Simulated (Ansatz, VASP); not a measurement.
# Cross-check of RbVF3 between VASP and Ansatz

Aim: how closely do two programs agree when they are given the same cell, functional and k mesh? The cell is taken from a series of runs on this material, whose earlier steps may have relaxed, scaled, displaced or heated it; both programs get it as it stands.

Program: Ansatz 0.2.0. Level of theory: plane waves, with VASP 6.6.1 beside it; relaxation of cell and atoms at PBEsol. Results are calculated unless marked as measured.

## 1. The starting structure

The structure is cubic, space group Pm-3m (No. 221). Conventional cell: a = 4.137 Å, b = 4.137 Å, c = 4.137 Å, α = 90.00°, β = 90.00°, γ = 90.00°. Nearest to Rb lie 12 F at 2.93 Å. Nearest to V lie 6 F at 2.07 Å. F has 2 V at 2.07 Å and 4 Rb at 2.93 Å nearest. Farther neighbours and most contacts between anions are not listed.

## 2. Ansatz: relaxation of cell and atoms, PBEsol

Ansatz runs on its PAW soft_1 files.

The relaxed volume is the usual yardstick between codes: in a stiff, nearly cubic crystal its relative difference is about their pressure difference at one cell divided by the bulk modulus.

input.yaml

```yaml
crystal:
  lattice:
    - [4.1369839255, 4.1369839255, 0.0]
    - [4.1369839255, 0.0, 4.1369839255]
    - [4.1369839255, 0.0, -4.1369839255]
  atoms:
    - { symbol: Rb, position: [0.0, 0.0, 0.0] }
    - { symbol: Rb, position: [0.0, 0.5, 0.5] }
    - { symbol: V, position: [0.5, 0.25, 0.75], spin: 2.37 }
    - { symbol: V, position: [0.5, 0.75, 0.25], spin: -2.37 }
    - { symbol: F, position: [0.5, 0.0, 0.0] }
    - { symbol: F, position: [0.5, 0.5, 0.5] }
    - { symbol: F, position: [0.5, 0.0, 0.5] }
    - { symbol: F, position: [0.5, 0.5, 0.0] }
    - { symbol: F, position: [0.0, 0.5, 0.0] }
    - { symbol: F, position: [0.0, 0.0, 0.5] }
kpoints:
  mp_grid: { grid: [8, 8, 8] }
hamiltonian:
  xc: pbesol
  pseudopotentials: { kind: paw, azcp: { folder: soft_1 }, xc_functional: pbe }
scf:
  occupations: { method: gaussian, width: 0.02 }
output:
  forces: true
  stress: true
  eigenvalues: true
  populations: true
magnetization:
  spin_polarized: true
relax:
  adjacent_minimum: "off"
  f_tol: 0.001
  max_steps: 60
  cell: { stress_tol: 0.01 }
```

Run with:

```console
$ ansatz run input.yaml --threads 4 --pin off --max-ram 10240MiB --backend cpu --events-out ev --progress --plain --runs-dir out
```

Numbers of over 12 decimals in the logs are rounded to 6 here.

Output:

```text
Engine: ansatz 0.2.0, aarch64-unknown-linux-gnu
Pseudopotentials: kind: paw
Pseudopotential: Rb, paw, valence charge 9, recommended cutoff 420 eV (normal), soft_1/Rb.paw.azcp
Pseudopotential: V, paw, valence charge 13, recommended cutoff 420 eV (normal), soft_1/V.paw.azcp
Pseudopotential: F, paw, valence charge 7, recommended cutoff 420 eV (normal), soft_1/F.paw.azcp
Functional definition: PBEsol
  exchange = pbesol_x
  correlation = pbesol_c
Crystal: 10 atoms, lattice volume = 141.606 Å³
Basis set: ecut = 420 eV, 2733 PW (Γ), exchange–correlation on 80×80×80 points (8 copies of the dense FFT grid, shifted against one another)
Bands: 56, of which v1, the nominal top of the filled ones, is band 43 counted from 1 (42 counted from 0)
Symmetry: 48 space group operations
Space group: Fm-3m (ITA 225), of the structure as read, at distance tolerance 5.2e-5 Å
Magnetic group: BNS 225.121 (UNI 1623), of the structure as read, at distance tolerance 5.2e-5 Å
k-points: 29 of 512
Non-local potential: Rb, projectors of the file, l = 0: 3, l = 1: 2, l = 2: 2
Non-local potential: V, projectors of the file, l = 0: 3, l = 1: 2, l = 2: 3, l = 3: 1
Non-local potential: F, projectors of the file, l = 0: 2, l = 1: 2, l = 2: 1
PAW form: soft (Blöchl's): semilocal exchange-correlation on the pseudo side does not see the compensation charge
PAW frozen core: Rb, regenerated for the run's functional, and the local potential with it (the file was generated under x = pbe(κ = 0.804, μ = 0.219515), c = pbe(β = 0.066725))
PAW frozen core: V, regenerated for the run's functional, and the local potential with it (the file was generated under x = pbe(κ = 0.804, μ = 0.219515), c = pbe(β = 0.066725))
PAW frozen core: F, regenerated for the run's functional, and the local potential with it (the file was generated under x = pbe(κ = 0.804, μ = 0.219515), c = pbe(β = 0.066725))
PAW one-centre angular grid: Rb, 110 points (default); XC on 64 Gauss nodes
PAW one-centre angular grid: V, 590 points (default); XC on 64 Gauss nodes
PAW one-centre angular grid: F, 110 points (default); XC on 64 Gauss nodes
Initial density: superposition of atomic densities (chi_scale 0.1, normalization cell, long waves kept (reshape's long-wave potential 0.00 eV rms))
Starting moments: Σ|m| = 4.74 μB on 2 of 10 sites
Starting magnetic order: antiferromagnet; a translation exchanges its spin sublattices: spin-degenerate at every k-point
Initial wavefunctions: pseudopotential atomic-orbital guess
Functional: x = pbesol(κ = 0.804, μ = 0.123457), c = pbesol(β = 0.046)
SCF iter   1: F=—  HF=-17026.161001 eV  |F-HF|=—  |Δ(HF+E_count)|=         —  Δρ=1.15e-1 (↑1.15e-1 ↓1.15e-1)  dr2=6.09e1  dr2_m=1.30e0  M=0.000 μB ∫|m|=5.530 μB  β_m=0.30  ethr=3.10e-3  ⟨swp⟩=6.0  Hψ=5938  notcnv=0  defer=5
Mixer restart at iter 1: flushing history
preconditioner: auto → Resta (q_TF=auto, 2.511 Å⁻¹)  ε∞=5.4  [insulator: Δε(μ)=0.661 eV  Ē_g=12.111 eV  σ=0.020 eV  W_gap=1.00  n_scr=26 (ndim 8)  ℏωp=25.4 eV  f_vac=0.000  D(μ)=0.00/eV (n_scr^D=0)  ε∞_Penn≈5.4]
spin=Collinear: Resta preconditioning applied to the charge; magnetization (m = ρ↑ − ρ↓) channel mixes plain (no charge-response kernel on spin).
SCF iter   2: F=—  HF=-17018.027038 eV  |F-HF|=—  |Δ(HF+E_count)|=    8.13e0  Δρ=4.12e-2 (↑4.12e-2 ↓4.12e-2)  dr2=8.38e0  dr2_m=5.47e-1  M=0.000 μB ∫|m|=5.660 μB  β_m=0.37  ethr=3.10e-3  ⟨swp⟩=3.9  Hψ=3626  notcnv=0  defer=165
SCF iter   3: F=—  HF=-17016.867798 eV  |F-HF|=—  |Δ(HF+E_count)|=    1.16e0  Δρ=1.81e-2 (↑1.81e-2 ↓1.81e-2)  dr2=1.42e0  dr2_m=1.20e-1  M=0.000 μB ∫|m|=5.750 μB  β_m=0.62  ethr=3.10e-3  ⟨swp⟩=3.2  Hψ=3869  notcnv=0  defer=163
SCF iter   4: F=—  HF=-17016.465968 eV  |F-HF|=—  |Δ(HF+E_count)|=   4.02e-1  Δρ=5.02e-3 (↑5.02e-3 ↓5.02e-3)  dr2=8.97e-2  dr2_m=1.75e-3  M=0.000 μB ∫|m|=5.844 μB  β_m=0.81  ethr=1.65e-3  ⟨swp⟩=3.1  Hψ=3050  notcnv=0  defer=161
SCF iter   5: F=—  HF=-17016.499799 eV  |F-HF|=—  |Δ(HF+E_count)|=         —  Δρ=8.96e-4 (↑8.96e-4 ↓8.96e-4)  dr2=4.09e-3  dr2_m=9.89e-5  M=0.000 μB ∫|m|=5.861 μB  β_m=0.81  ethr=1.04e-4  ⟨swp⟩=3.0  Hψ=2757  notcnv=0  defer=160
Mixer restart at iter 5: flushing history
SCF iter   6: F=—  HF=-17016.501410 eV  |F-HF|=—  |Δ(HF+E_count)|=   1.61e-3  Δρ=4.30e-4 (↑4.30e-4 ↓4.30e-4)  dr2=9.26e-4  dr2_m=1.76e-5  M=0.000 μB ∫|m|=5.863 μB  β_m=0.90  ethr=4.76e-6  ⟨swp⟩=2.3  Hψ=2534  notcnv=0  defer=160
SCF iter   7: F=—  HF=-17016.502218 eV  |F-HF|=—  |Δ(HF+E_count)|=   8.08e-4  Δρ=3.81e-4 (↑3.81e-4 ↓3.81e-4)  dr2=4.64e-4  dr2_m=3.56e-6  M=0.000 μB ∫|m|=5.863 μB  β_m=0.73  ethr=1.08e-6  ⟨swp⟩=2.0  Hψ=2794  notcnv=0  defer=160
SCF iter   8: F=—  HF=-17016.502147 eV  |F-HF|=—  |Δ(HF+E_count)|=   7.09e-5  Δρ=4.08e-5 (↑4.08e-5 ↓4.08e-5)  dr2=6.41e-6  dr2_m=4.09e-7  M=0.000 μB ∫|m|=5.864 μB  β_m=0.86  ethr=5.40e-7  ⟨swp⟩=2.3  Hψ=2571  notcnv=0  defer=160
[...]
Initial density: handed on by an earlier stage of this run
Starting moments: Σ|m| = 4.74 μB on 2 of 10 sites; this step starts from the density that it was given
Initial wavefunctions: pseudopotential atomic-orbital guess (no wavefunctions were taken with the density)
[...]
SCF iter   2: F=—  HF=-17016.502378 eV  |F-HF|=—  |Δ(HF+E_count)|=   2.65e-6  Δρ=7.07e-7 (↑7.07e-7 ↓7.07e-7)  dr2=3.20e-9  dr2_m=1.54e-11  M=0.000 μB ∫|m|=5.864 μB  β_m=0.65  ethr=6.72e-12  ⟨swp⟩=3.8  Hψ=4254  notcnv=0
SCF iter   3: F=—  HF=-17016.502378 eV  |F-HF|=—  |Δ(HF+E_count)|=   2.54e-9  Δρ=4.23e-7 (↑4.23e-7 ↓4.23e-7)  dr2=9.86e-10  dr2_m=4.78e-12  M=0.000 μB ∫|m|=5.864 μB  β_m=0.82  ethr=3.72e-12  ⟨swp⟩=2.0  Hψ=2319  notcnv=0
SCF iter   4: F=—  HF=-17016.502378 eV  |F-HF|=—  |Δ(HF+E_count)|=   1.71e-9  Δρ=1.55e-7 (↑1.55e-7 ↓1.55e-7)  dr2=6.96e-11  dr2_m=1.97e-12  M=0.000 μB ∫|m|=5.864 μB  β_m=0.80  ethr=1.15e-12  ⟨swp⟩=2.0  Hψ=2639  notcnv=0
SCF iter   5: F=—  HF=-17016.502378 eV  |F-HF|=—  |Δ(HF+E_count)|=  7.28e-12  Δρ=5.62e-8 (↑5.62e-8 ↓5.62e-8)  dr2=8.82e-12  dr2_m=6.85e-13  M=0.000 μB ∫|m|=5.864 μB  β_m=0.84  ethr=1.00e-12  ⟨swp⟩=1.0  Hψ=1624  notcnv=0
SCF iter   6: F=-17016.502378 eV  HF=-17016.502378 eV  |F-HF|=3.64e-12  |Δ(HF+E_count)|=  3.64e-12  Δρ=2.10e-8 (↑2.10e-8 ↓2.10e-8)  dr2=1.34e-12  dr2_m=3.63e-14  M=0.000 μB ∫|m|=5.864 μB  ethr=1.00e-12  ⟨swp⟩=3.9  Hψ=5820  notcnv=0
SCF 2 converged in 6 iterations: F = -17016.502378 eV  dr2 = 1.34e-12
relax step   2: F+E_penalty+E_count = -17016.50237789 eV  Δ(F+E_penalty+E_count) = -1.673e-9 eV  max|allowed force component| = 1.272e-28 eV/Å  Δτ_max = 0.0000 Å  P = -0.002 GPa  Ω = 141.606 Å³  stress off target by 1.82e-3 GPa  SCF on the basis re-selected at this cell (its energy is not comparable with the rows above)  (6 SCF iters)
basis re-selected at this cell: Δ(F+E_penalty+E_count) = -1.673e-9 eV, ΔP = +0.000 GPa vs the last step (what re-selecting the basis moved, of the pressure what is left beyond the Pulay correction that the steps carried, after the strain that the cell walked since its last selection, with what the two solves' SCF thresholds leave and, on support functions, any second-order correction that the steps lacked; it is no m [...]
SCF converged after 6 iterations
Magnetization: 0.0000 μB (43.0000 up, 43.0000 down)
Absolute magnetization: 5.8553 μB (∫|ρ↑−ρ↓|, with the PAW one-centre terms)
Spin contamination: 2.8911 ħ² per cell (⟨S²⟩ above its minimum at these occupations)
Per-site moments (μB) at R_I (Å): [(-7.052941584847518e-17, 1.206682), (7.052941584847499e-17, 1.206682), (2.158511, 0.853253), (-2.158511, 0.853253), (-5.0051397447466494e-17, 0.853253), (5.005139744746654e-17, 0.853253), (-3.164659614154252e-17, 0.853253), (3.1646596141542414e-17, 0.853253), (8.661893325664094e-18, 0.853253), (-8.661893325664074e-18, 0.853253)]
Free energy (F): -17016.502378 eV
Harris-Foulkes:  -17016.502378 eV  (|F-HF|=3.64e-12)
Internal energy: -17016.502378 eV  (E = F + TS)
E sigma→0 (E₀):  -17016.502378 eV
Fermi energy:    10.152457 eV
--- Per-component energies (eV) ---
  E_band       = -698.417484
  E_kinetic    = 2142.646089
  E_local      = -7470.844536  (includes V_loc(G=0)·N_el)
  E_nonlocal   = 1082.869899
  E_hartree    = 2817.441226
  E_xc         = -928.345361
  E_vxc        = -1133.748271  (∫ρ·V_xc dr)
  E_paw        = -8542.357458  (= ΣΔE_a)
  E_vpaw       = -954.229272  (= ΣTr[D̂ρ^β])
  E_aug_tail   = 0.006090  (compensation charges beyond the density's cutoff)
  E_ewald      = -6118.719683
  E_core_change = 0.801357  (= ΣΔE_core)
  E_smearing   = -0.000000  (= −TS)
  E_closure    = -0.000000  (closes the sum)
  Σ components = -17016.502378   (vs F -17016.502378, Δ=0.00e0)
--- Forces (eV/Å), atoms counted from 1 ---
  atom   1  Rb     0.00000000    -0.00000000     0.00000000
  atom   2  Rb     0.00000000    -0.00000000    -0.00000000
  atom   3  V      0.00000000     0.00000000     0.00000000
  atom   4  V      0.00000000    -0.00000000    -0.00000000
  atom   5  F      0.00000000    -0.00000000     0.00000000
  atom   6  F      0.00000000    -0.00000000    -0.00000000
  atom   7  F      0.00000000     0.00000000     0.00000000
  atom   8  F     -0.00000000    -0.00000000     0.00000000
  atom   9  F      0.00000000     0.00000000    -0.00000000
  atom  10  F      0.00000000    -0.00000000    -0.00000000
  max |Σ_I F_I| component: 7.79e-28 eV/Å
--- Stress (GPa, compression-positive) ---
       -0.001821       0.000000      -0.000000
        0.000000      -0.001821       0.000000
       -0.000000       0.000000      -0.001821
  P = ⅓ Tr σ = -0.0018 GPa (-0.018 kbar)
--- Band table (eV; the first three rows and the last of 58) ---
  k-point 0 ↑: bands = [... 39 lower, 3.6497, 9.1162, 9.1162, 9.1162, 10.9357, 10.9357, 11.0669, 12.0915, ... 9 higher]
  k-point 1 ↑: bands = [... 39 lower, 3.6276, 9.1440, 9.1443, 9.1443, 10.9994, 10.9994, 11.2791, 12.0575, ... 9 higher]
  k-point 2 ↑: bands = [... 39 lower, 3.5653, 9.2094, 9.2106, 9.2106, 11.1670, 11.1670, 11.8457, 12.0148, ... 9 higher]
  k-point 28 ↓: bands = [... 39 lower, 3.4267, 9.2901, 9.2901, 9.3684, 11.0718, 11.2387, 12.0696, 12.0696, ... 9 higher]
--- Relaxed structure (1 steps of the walk, 1 accepted, 1 SCFs on fresh bases) ---
  F+E_penalty+E_count = -17016.50237789 eV   max|allowed force component| = 1.272e-28 eV/Å   (the final SCF, on the basis selected at the relaxed cell)
  cell:  # Å, volume = 141.6059 Å³
    - [4.1369839255, 4.1369839255, 0.0]
    - [4.1369839255, 0.0, 4.1369839255]
    - [4.1369839255, 0.0, -4.1369839255]
  atoms:
    - { symbol: Rb, position: [0.0, 0.0, 0.0] }
    - { symbol: Rb, position: [0.0, 0.5, 0.5] }
    - { symbol: V, position: [0.5, 0.25, 0.75] }
    - { symbol: V, position: [0.5, 0.75, 0.25] }
    - { symbol: F, position: [0.5, 0.0, 0.0] }
    - { symbol: F, position: [0.5, 0.5, 0.5] }
    - { symbol: F, position: [0.5, 0.0, 0.5] }
    - { symbol: F, position: [0.5, 0.5, 0.0] }
    - { symbol: F, position: [0.0, 0.5, 0.0] }
    - { symbol: F, position: [0.0, 0.0, 0.5] }
--- Löwdin populations: 10 sites ---
  site symbol       q [e]    m [muB]
     0     Rb      8.1444     0.0000
     1     Rb      8.1444     0.0000
     2      V     11.8913     2.8539
     3      V     11.8913    -2.8539
     4      F      7.6011    -0.0000
     5      F      7.6011    -0.0000
     6      F      7.6011    -0.0000
     7      F      7.6011    -0.0000
     8      F      7.6011    -0.0000
     9      F      7.6011    -0.0000
  spilling = 0.003746 (of n_electrons = 86.000000)
```

(Continued in part 2 of 2.)

[Lines on the potential files, build, host, timing and source positions are cut from VASP's logs without a mark.]

[Logs are printed without paths, hosts, clocks, repeated set-up lines and the standing remarks that a program may print on its own settings, such as how far it seeks lower states.]

[Hosts, paths, dates, database ids (printed as entryN), source tags and the programs' standing remarks are cut or masked in the printed files.]
